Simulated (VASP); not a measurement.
All values below come from PBE GGA, VASP's PBE PAW potentials (set 64) (plane waves; VASP).

VASP ran on this input.

### INCAR
```
ALGO = Normal
EDIFF = 1E-7
ENCUT = 480
GGA = PE
ISIF = 2
ISMEAR = 1
LASPH = .TRUE.
LCHARG = .FALSE.
LMAXMIX = 4
LREAL = .FALSE.
LWAVE = .FALSE.
NELM = 100
PREC = Accurate
SIGMA = 0.1
SYSTEM = Tc
```

**KPOINTS**
```
Automatic mesh
0
Gamma
14 14 8
0 0 0
```

### POSCAR
```
Tc
2.6900260
  0.4999999449  -0.8660254526   0.0000000000
  0.4999999449   0.8660254526   0.0000000000
  0.0000000000   0.0000000000   1.6347134233
Tc
2
Cart
  0.4999999449   0.2886757282   0.4086783558
  0.4999999449  -0.2886757282   1.2260350675
```

POTCAR, in this order: Tc_pv (PBE.64 set). Program: vasp_std.

Output

### OUTCAR
```
 ion  position               nearest neighbor table
   1  0.333  0.667  0.250-   2 2.69   2 2.69   2 2.69   2 2.69   2 2.69   2 2.69
   2  0.667  0.333  0.750-   1 2.69   1 2.69   1 2.69   1 2.69   1 2.69   1 2.69
  LATTYP: Found a hexagonal cell.
 ALAT       =     2.6900260396
 C/A-ratio  =     1.6347133993
 Subroutine PRICEL returns:
 Original cell was already a primitive cell.
 Subroutine GETGRP returns: Found 24 space group operations
The static configuration has the point symmetry D_3d.
 The point group associated with its full space group is D_6h.
The dynamic configuration has the point symmetry D_3d.
 Subroutine INISYM returns: Found 24 space group operations
 Subroutine IBZKPT returns following result:
 Found    120 irreducible k-points:

 Following reciprocal coordinates:
            Coordinates               Weight
  0.000000  0.000000  0.000000      1.000000
  0.071429 -0.000000  0.000000      6.000000
  0.142857  0.000000  0.000000      6.000000
  0.214286  0.000000  0.000000      6.000000
  0.285714  0.000000  0.000000      6.000000
  0.357143 -0.000000  0.000000      6.000000
  0.428571  0.000000  0.000000      6.000000
  0.500000  0.000000  0.000000      3.000000
  0.071429  0.071429  0.000000      6.000000
  0.142857  0.071429  0.000000     12.000000
  0.214286  0.071429  0.000000     12.000000
  0.285714  0.071429  0.000000     12.000000
  0.357143  0.071429  0.000000     12.000000
  0.428571  0.071429  0.000000     12.000000
  0.142857  0.142857  0.000000      6.000000
  0.214286  0.142857  0.000000     12.000000
  0.285714  0.142857  0.000000     12.000000
  0.357143  0.142857  0.000000     12.000000
  0.428571  0.142857  0.000000      6.000000
  0.214286  0.214286  0.000000      6.000000
  0.285714  0.214286  0.000000     12.000000
  0.357143  0.214286  0.000000     12.000000
  0.285714  0.285714  0.000000      6.000000
  0.357143  0.285714  0.000000      6.000000
  0.000000  0.000000  0.125000      2.000000
  0.071429 -0.000000  0.125000     12.000000
  0.142857  0.000000  0.125000     12.000000
  0.214286  0.000000  0.125000     12.000000
  0.285714  0.000000  0.125000     12.000000
  0.357143 -0.000000  0.125000     12.000000
  0.428571  0.000000  0.125000     12.000000
  0.500000  0.000000  0.125000      6.000000
  0.071429  0.071429  0.125000     12.000000
  0.142857  0.071429  0.125000     24.000000
  0.214286  0.071429  0.125000     24.000000
  0.285714  0.071429  0.125000     24.000000
  0.357143  0.071429  0.125000     24.000000
  0.428571  0.071429  0.125000     24.000000
  0.142857  0.142857  0.125000     12.000000
  0.214286  0.142857  0.125000     24.000000
   k-points           NKPTS =    120   k-points in BZ     NKDIM =    120   number of bands    NBANDS=     17
   number of dos      NEDOS =    301   number of ions     NIONS =      2
   total plane-waves  NPLWV =  12800
   dimension x,y,z NGX =    20 NGY =   20 NGZ =   32
   dimension x,y,z NGXF=    40 NGYF=   40 NGZF=   64
   ions per type =               2
   PREC   = accura    normal or accurate (medium, high low for compatibility)
   ISTART =      0    job   : 0-new  1-cont  2-samecut
   ICHARG =      2    charge: 1-file 2-atom 10-const
   ISPIN  =      1    spin polarized calculation?
   LNONCOLLINEAR =      F non collinear calculations
   LSORBIT =      F    spin-orbit coupling
   INIWAV =      1    electr: 0-lowe 1-rand  2-diag
   ENCUT  =  480.0 eV  35.28 Ry    5.94 a.u.   4.81  4.81  7.86*2*pi/ulx,y,z
   NELM   =    100;   NELMIN=  2; NELMDL= -5     # of ELM steps
   EDIFF  = 0.1E-06   stopping-criterion for ELM
   LREAL  =      F    real-space projection
...
```

**OSZICAR**
```
       N       E                     dE             d eps       ncg     rms          rms(c)
DAV:   1     0.302858087531E+03    0.30286E+03   -0.16178E+04  4104   0.153E+03
DAV:   2    -0.144166050073E+02   -0.31727E+03   -0.31403E+03  4506   0.448E+02
DAV:   3    -0.219631144605E+02   -0.75465E+01   -0.74349E+01  4838   0.804E+01
DAV:   4    -0.220450924922E+02   -0.81978E-01   -0.81582E-01  4554   0.775E+00
DAV:   5    -0.220457822206E+02   -0.68973E-03   -0.68964E-03  4617   0.699E-01    0.252E+01
DAV:   6    -0.208041768780E+02    0.12416E+01   -0.28567E+00  4328   0.171E+01    0.834E+00
DAV:   7    -0.206435386287E+02    0.16064E+00   -0.60907E-01  4610   0.719E+00    0.956E-01
DAV:   8    -0.206337565125E+02    0.97821E-02   -0.12242E-02  4188   0.123E+00    0.217E-01
DAV:   9    -0.206338495658E+02   -0.93053E-04   -0.32672E-04  4895   0.161E-01    0.195E-02
DAV:  10    -0.206338408114E+02    0.87544E-05   -0.93002E-06  4252   0.297E-02    0.782E-03
DAV:  11    -0.206338411512E+02   -0.33980E-06   -0.24799E-07  3304   0.540E-03    0.875E-04
DAV:  12    -0.206338411104E+02    0.40803E-07   -0.31443E-08  2075   0.168E-03
   1 F= -.20633841E+02 E0= -.20633750E+02  d E =-.272994E-03
```

**OUTCAR**
```
------------------------ aborting loop because EDIFF is reached ----------------------------------------
  FORCE on cell =-STRESS in cart. coord.  units (eV):
  Direction    XX          YY          ZZ          XY          YZ          ZX
  --------------------------------------------------------------------------------------
  Total        2.9958671      2.9958681      1.4673755      0.0000000      0.0000000      0.0000000
  in kB      174.1772614    174.1773195     85.3120089      0.0000000      0.0000000      0.0000000
  external PRESSURE =     144.5555299 kB  Pullay stress =       0.0000000 kB
  volume of cell :       27.56
      direct lattice vectors                 reciprocal lattice vectors
     1.345012852 -2.329630984  0.000000000     0.371743660 -0.214626266  0.000000000
     1.345012852  2.329630984  0.000000000     0.371743660  0.214626266  0.000000000
     0.000000000  0.000000000  4.397421611     0.000000000  0.000000000  0.227405987
 POSITION                                       TOTAL-FORCE (eV/Angst)
 -----------------------------------------------------------------------------------
      1.34501      0.77655      1.09936        -0.000000     -0.000000      0.000000
      1.34501     -0.77655      3.29807         0.000000      0.000000      0.000000
 -----------------------------------------------------------------------------------
    total drift:                               -0.000000      0.000598     -0.000043
  FREE ENERGIE OF THE ION-ELECTRON SYSTEM (eV)
  ---------------------------------------------------
  free  energy   TOTEN  =       -20.6338411104 eV

  energy  without entropy=      -20.6335681164  energy(sigma->0) =      -20.63375011
```
(Selected blocks of OUTCAR.)

The compound is Tc in the hcp structure. This cell was strained or had an atom moved on purpose.
